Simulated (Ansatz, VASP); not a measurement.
## NiGe: VASP beside Ansatz

Aim: how closely do two programs agree when they are given the same cell, functional and k mesh? The structure shown is the end of the Ansatz relaxation below.

Main program and level: Ansatz 0.2.0; plane waves, with VASP 6.6.1 beside it; single point at PBEsol.

**1. The starting structure**

Symmetry: Pnma, No. 62, orthorhombic system. Conventional cell: a = 5.330 Å, b = 3.502 Å, c = 5.562 Å, α = 90.00°, β = 90.00°, γ = 90.00°. Nearest to Ge lie 6 Ni at 2.32 to 2.46 Å. Nearest to Ni lie 6 Ge at 2.32 to 2.46 Å. Farther neighbours are not listed.

**2. Ansatz: relaxation, PBEsol**

Ansatz runs on its PAW soft_1 files.

This run makes the geometry at which the two programs are then compared.

The input, input.yaml:

```yaml
crystal:
  lattice:
    - [5.3424370025, 0.0, 0.0]
    - [0.0, 3.4746952175, 0.0]
    - [0.0, 0.0, 5.56159879]
  atoms:
    - { symbol: Ge, position: [0.3113836, 0.75, 0.088944] }
    - { symbol: Ge, position: [0.1886164, 0.25, 0.588944] }
    - { symbol: Ge, position: [0.8113836, 0.75, 0.411056] }
    - { symbol: Ge, position: [0.6886164, 0.25, 0.911056] }
    - { symbol: Ni, position: [0.0071332, 0.25, 0.18917] }
    - { symbol: Ni, position: [0.4928668, 0.75, 0.68917] }
    - { symbol: Ni, position: [0.5071332, 0.25, 0.31083] }
    - { symbol: Ni, position: [0.9928668, 0.75, 0.81083] }
kpoints:
  mp_grid: { grid: [8, 13, 8] }
scf:
  occupations: { method: fermi_dirac, width: 0.05 }
hamiltonian:
  xc: pbesol
  pseudopotentials: { kind: paw, azcp: { folder: soft_1 }, xc_functional: pbe }
basis:
  ecutwfc: 600
output:
  forces: true
  stress: true
  write_density: true
  write_potential: true
  elf: true
  volumetric_format: npy
relax:
  f_tol: 0.005
  max_steps: 70
  cell: { stress_tol: 0.02, p_target: 0, fix: [c, alpha, beta, gamma] }
```

Launch:

```sh
ansatz run input.yaml --threads 4 --pin off --max-ram 10240MiB --backend cpu --events-out ev --progress --plain --runs-dir out
```

Numbers of over 12 decimals in the logs are rounded to 6 here.

What it wrote:

```text
Engine: ansatz 0.2.0, aarch64-unknown-linux-gnu
Pseudopotentials: kind: paw
Pseudopotential: Ge, paw, valence charge 14, recommended cutoff 420 eV (normal), soft_1/Ge.paw.azcp
Pseudopotential: Ni, paw, valence charge 18, recommended cutoff 420 eV (normal), soft_1/Ni.paw.azcp
Functional definition: PBEsol
  exchange = pbesol_x
  correlation = pbesol_c
Crystal: 8 atoms, lattice volume = 103.242 Å³
Basis set: ecut = 600 eV, 3447 PW (Γ), exchange–correlation on 90×60×90 points (8 copies of the dense FFT grid, shifted against one another)
Bands: 77, of which v1, the nominal top of the filled ones, is band 64 counted from 1 (63 counted from 0)
Symmetry: 8 space group operations
Space group: Pnma (ITA 62), of the structure as read, at distance tolerance 4.7e-5 Å
k-points: 175 of 832
Non-local potential: Ge, projectors of the file, l = 0: 2, l = 1: 2, l = 2: 3, l = 3: 1
Non-local potential: Ni, projectors of the file, l = 0: 3, l = 1: 2, l = 2: 3, l = 3: 1
PAW form: soft (Blöchl's): semilocal exchange-correlation on the pseudo side does not see the compensation charge
PAW frozen core: Ge, regenerated for the run's functional, and the local potential with it (the file was generated under x = pbe(κ = 0.804, μ = 0.219515), c = pbe(β = 0.066725))
PAW frozen core: Ni, regenerated for the run's functional, and the local potential with it (the file was generated under x = pbe(κ = 0.804, μ = 0.219515), c = pbe(β = 0.066725))
PAW one-centre angular grid: Ge, 590 points (default); XC on 64 Gauss nodes
PAW one-centre angular grid: Ni, 590 points (default); XC on 64 Gauss nodes
Initial density: superposition of atomic densities (chi_scale 0.1, normalization cell, long waves kept (reshape's long-wave potential 0.00 eV rms))
Initial wavefunctions: pseudopotential atomic-orbital guess
Functional: x = pbesol(κ = 0.804, μ = 0.123457), c = pbesol(β = 0.046)
SCF iter   1: F=—  HF=-40240.625743 eV  |F-HF|=—  |Δ(HF+E_count)|=         —  Δρ=1.51e-1  dr2=2.26e1  ethr=3.10e-3  ⟨swp⟩=4.4  Hψ=51448  notcnv=0  defer=239
preconditioner: auto → Kerker (q_TF=auto, 2.828 Å⁻¹)  [metal: Δε(μ)=0.036 eV  Ē_g=16.613 eV  σ=0.050 eV  W_gap=0.18  n_scr=38 (ndim 8)  ℏωp=35.8 eV  f_vac=0.000  D(μ)=2.00/eV (n_scr^D=10)]
SCF iter   2: F=—  HF=-40237.985458 eV  |F-HF|=—  |Δ(HF+E_count)|=    2.64e0  Δρ=4.74e-2  dr2=3.91e0  ethr=3.10e-3  ⟨swp⟩=3.0  Hψ=21798  notcnv=0  defer=833
SCF iter   3: F=—  HF=-40237.087019 eV  |F-HF|=—  |Δ(HF+E_count)|=   8.98e-1  Δρ=2.40e-2  dr2=1.08e0  ethr=3.06e-3  ⟨swp⟩=2.1  Hψ=16824  notcnv=0  defer=805
SCF iter   4: F=—  HF=-40236.887149 eV  |F-HF|=—  |Δ(HF+E_count)|=   2.00e-1  Δρ=1.08e-2  dr2=7.02e-2  ethr=8.47e-4  ⟨swp⟩=2.3  Hψ=18980  notcnv=0  defer=801
SCF iter   5: F=—  HF=-40236.882592 eV  |F-HF|=—  |Δ(HF+E_count)|=   4.56e-3  Δρ=4.40e-3  dr2=2.29e-2  ethr=5.48e-5  ⟨swp⟩=2.0  Hψ=25664  notcnv=0  defer=779
SCF iter   6: F=—  HF=-40236.878662 eV  |F-HF|=—  |Δ(HF+E_count)|=   3.93e-3  Δρ=2.21e-3  dr2=4.14e-3  ethr=1.79e-5  ⟨swp⟩=2.0  Hψ=20248  notcnv=0  defer=779
SCF iter   7: F=—  HF=-40236.878124 eV  |F-HF|=—  |Δ(HF+E_count)|=   5.37e-4  Δρ=4.32e-4  dr2=1.84e-4  ethr=3.23e-6  ⟨swp⟩=2.0  Hψ=17827  notcnv=0  defer=779
SCF iter   8: F=—  HF=-40236.878085 eV  |F-HF|=—  |Δ(HF+E_count)|=   3.89e-5  Δρ=1.30e-4  dr2=1.94e-5  ethr=1.43e-7  ⟨swp⟩=2.0  Hψ=22253  notcnv=0  defer=779
SCF iter   9: F=—  HF=-40236.878072 eV  |F-HF|=—  |Δ(HF+E_count)|=   1.33e-5  Δρ=2.56e-5  dr2=4.94e-7  ethr=1.52e-8  ⟨swp⟩=2.1  Hψ=21454  notcnv=0  defer=779
SCF iter  10: F=-40236.878072 eV  HF=-40236.878072 eV  |F-HF|=1.93e-8  |Δ(HF+E_count)|=   1.39e-7  Δρ=6.18e-6  dr2=2.93e-8  ethr=7.81e-11  ⟨swp⟩=8.1  Hψ=91978  notcnv=0
SCF 1 converged in 10 iterations: F = -40236.878072 eV  dr2 = 2.93e-8
  Residual-converged pass: ⟨swp⟩=1.0  Hψ=14177  notcnv=0  max |occ|·‖R‖ = 7.1e-9 eV (tolerance 1.0e-8 eV)  dr2=2.93e-8  dr2_onsite=2.66e-8  max |Δocc| = 5.8e-11
  greatest PAW one-centre occupation: 1.001 electrons in one spin orbital (limit 2), on the Ni atom at site 6 (counted from 0), in its partial waves of l = 1
relax step   1: F+E_penalty+E_count = -40236.87807195 eV  Δ(F+E_penalty+E_count) = +0.000e0 eV  max|allowed force component| = 2.103e-1 eV/Å  Δτ_max = 0.0000 Å  P = +2.579 GPa  Ω = 103.242 Å³  fix = [c, alpha, beta, gamma]  reactions: c +6.008 GPa  (10 SCF iters, dr2 threshold 1.00e-7 eV, accepted)
Crystal: 8 atoms, lattice volume = 103.531 Å³
Initial density: handed on by an earlier stage of this run
Initial wavefunctions: those handed on with the density
[...]
preconditioner: auto → Kerker (q_TF=auto, 2.825 Å⁻¹)  [metal: Δε(μ)=0.007 eV  Ē_g=17.010 eV  σ=0.050 eV  W_gap=0.04  n_scr=38 (ndim 8)  ℏωp=35.7 eV  f_vac=0.000  D(μ)=2.36/eV (n_scr^D=10)]
[...]
SCF iter   4: F=—  HF=-40236.896954 eV  |F-HF|=—  |Δ(HF+E_count)|=  5.09e-11  Δρ=1.76e-7  dr2=1.48e-11  ethr=1.00e-12  ⟨swp⟩=2.0  Hψ=16944  notcnv=0
iter 5 did not close the SCF: its close was put off for the readings that it lacked (scf_convergence_deferred on its scf_iter line)
SCF iter   5: F=-40236.896954 eV  HF=-40236.896954 eV  |F-HF|=2.18e-11  |Δ(HF+E_count)|=    0.00e0  Δρ=1.22e-7  dr2=5.15e-12  ethr=1.00e-12  ⟨swp⟩=1.0  Hψ=13475  notcnv=0
iter 6 did not close the SCF: its close was put off for the readings that it lacked (scf_convergence_deferred on its scf_iter line)
SCF iter   6: F=-40236.896954 eV  HF=-40236.896954 eV  |F-HF|=7.28e-12  |Δ(HF+E_count)|=  1.46e-11  Δρ=1.72e-8  dr2=3.38e-13  ethr=1.00e-12  ⟨swp⟩=1.0  Hψ=13475  notcnv=0
iter 7 did not close the SCF: its close was put off for the readings that it lacked (scf_convergence_deferred on its scf_iter line)
SCF iter   7: F=-40236.896954 eV  HF=-40236.896954 eV  |F-HF|=7.28e-12  |Δ(HF+E_count)|=  7.28e-12  Δρ=1.46e-8  dr2=1.75e-13  ethr=1.00e-12  ⟨swp⟩=1.0  Hψ=13475  notcnv=0
iter 8 did not close the SCF: its close was put off for the readings that it lacked (scf_convergence_deferred on its scf_iter line)
SCF iter   8: F=-40236.896954 eV  HF=-40236.896954 eV  |F-HF|=2.18e-11  |Δ(HF+E_count)|=    0.00e0  Δρ=3.58e-9  dr2=5.95e-15  ethr=1.00e-12  ⟨swp⟩=1.0  Hψ=13475  notcnv=0
SCF iter   9: F=-40236.896954 eV  HF=-40236.896954 eV  |F-HF|=7.28e-12  |Δ(HF+E_count)|=    0.00e0  Δρ=1.63e-9  dr2=1.75e-15  ethr=1.00e-12  ⟨swp⟩=3.0  Hψ=48146  notcnv=0
SCF 6 converged in 9 iterations: F = -40236.896954 eV  dr2 = 1.75e-15
relax step   6: F+E_penalty+E_count = -40236.89695405 eV  Δ(F+E_penalty+E_count) = -6.869e-5 eV  max|allowed force component| = 9.077e-4 eV/Å  Δτ_max = 0.0000 Å  P = +1.162 GPa  Ω = 103.795 Å³  fix = [c, alpha, beta, gamma]  reactions: c +3.493 GPa  stress off target by 1.49e-2 GPa on what of the cell is left free  SCF on the basis re-selected at this cell (its energy is not comparable with the rows above)  (9 SCF iters)
basis re-selected at this cell: Δ(F+E_penalty+E_count) = -6.869e-5 eV, ΔP = -0.001 GPa vs the last step (what re-selecting the basis moved, of the pressure what is left beyond the Pulay correction that the steps carried, after the strain that the cell walked since its last selection, with what the two solves' SCF thresholds leave and, on support functions, any second-order correction that the steps lacked; it is no m [...]
SCF converged after 9 iterations
Free energy (F): -40236.896954 eV
Harris-Foulkes:  -40236.896954 eV  (|F-HF|=7.28e-12)
Internal energy: -40236.877765 eV  (E = F + TS)
E sigma→0 (E₀):  -40236.887360 eV
Entropy (-TS):   -0.019189 eV (-2.399 meV/atom)
Fermi energy:    15.875564 eV
--- Per-component energies (eV) ---
  E_band       = -1524.419747
  E_kinetic    = 1749.128675
  E_local      = -19418.555593  (includes V_loc(G=0)·N_el)
  E_nonlocal   = 419.414123
  E_hartree    = 10073.232878
  E_xc         = -740.386671
  E_vxc        = -851.946016  (∫ρ·V_xc dr)
  E_paw        = -14385.765481  (= ΣΔE_a)
  E_vpaw       = -3568.927726  (= ΣTr[D̂ρ^β])
  E_aug_tail   = 0.001030  (compensation charges beyond the density's cutoff)
  E_ewald      = -17938.407633
  E_core_change = 4.460908  (= ΣΔE_core)
  E_smearing   = -0.019189  (= −TS)
  E_closure    = 0.000000  (closes the sum)
  Σ components = -40236.896954   (vs F -40236.896954, Δ=0.00e0)
--- Forces (eV/Å), atoms counted from 1 ---
  atom   1  Ge    -0.00083453    -0.00000000    -0.00072673
  atom   2  Ge     0.00083453     0.00000000    -0.00072673
  atom   3  Ge    -0.00083453    -0.00000000     0.00072673
  atom   4  Ge     0.00083453     0.00000000     0.00072673
  atom   5  Ni    -0.00067491     0.00000000    -0.00090773
  atom   6  Ni     0.00067491     0.00000000    -0.00090773
  atom   7  Ni    -0.00067491    -0.00000000     0.00090773
  atom   8  Ni     0.00067491    -0.00000000     0.00090773
  max |Σ_I F_I| component: 4.34e-19 eV/Å
--- Stress (GPa, compression-positive) ---
       -0.014895      -0.000000      -0.000000
       -0.000000       0.009388      -0.000000
       -0.000000      -0.000000       3.492656
  P = ⅓ Tr σ = 1.1624 GPa (11.624 kbar)
--- Band table (eV; the first three rows and the last of 175) ---
  k-point 0: bands = [... 60 lower, 14.4635, 14.4869, 14.8298, 15.0646, 16.6796, 16.7356, 19.6481, 19.8886, ... 9 higher]
  k-point 1: bands = [... 60 lower, 14.5975, 14.7725, 14.8531, 15.0522, 16.8534, 16.9427, 19.0760, 20.0907, ... 9 higher]
  k-point 2: bands = [... 60 lower, 14.5960, 14.7652, 15.1080, 15.4202, 17.2770, 17.3016, 18.3165, 19.6256, ... 9 higher]
  k-point 174: bands = [... 60 lower, 14.2793, 14.2793, 14.3038, 14.3038, 18.3954, 18.3954, 18.7721, 18.7721, ... 9 higher]
--- Relaxed structure (5 steps of the walk, 5 accepted, 1 SCFs on fresh bases) ---
  F+E_penalty+E_count = -40236.89695405 eV   max|allowed force component| = 9.077e-4 eV/Å   (the final SCF, on the basis selected at the relaxed cell)
  cell:  # Å, volume = 103.7946 Å³
    - [5.329608, 0, 0]
    - [0, 3.501706, 0]
    - [0, 0, 5.56159879]
  atoms:
    - { symbol: Ge, position: [0.312976, 0.750000, 0.094638] }
    - { symbol: Ge, position: [0.187024, 0.250000, 0.594638] }
    - { symbol: Ge, position: [0.812976, 0.750000, 0.405362] }
    - { symbol: Ge, position: [0.687024, 0.250000, 0.905362] }
    - { symbol: Ni, position: [0.00888916, 0.250000, 0.186526] }
    - { symbol: Ni, position: [0.491111, 0.750000, 0.686526] }
    - { symbol: Ni, position: [0.508889, 0.250000, 0.313474] }
    - { symbol: Ni, position: [0.991111, 0.750000, 0.813474] }
```

Reading the cycles: dr2 is the Hartree energy of the density residual (eV), the measure of convergence; HF is the Harris–Foulkes estimate of the energy, which meets the free energy F at convergence.

(Continued in part 2 of 2.)

[Lines on the potential files, build, host, timing and source positions are cut from VASP's logs without a mark.]

[Logs are printed without paths, hosts, clocks, repeated set-up lines and the standing remarks that a program may print on its own settings, such as how far it seeks lower states.]

[Hosts, paths, dates, database ids (printed as entryN), source tags and the programs' standing remarks are cut or masked in the printed files.]
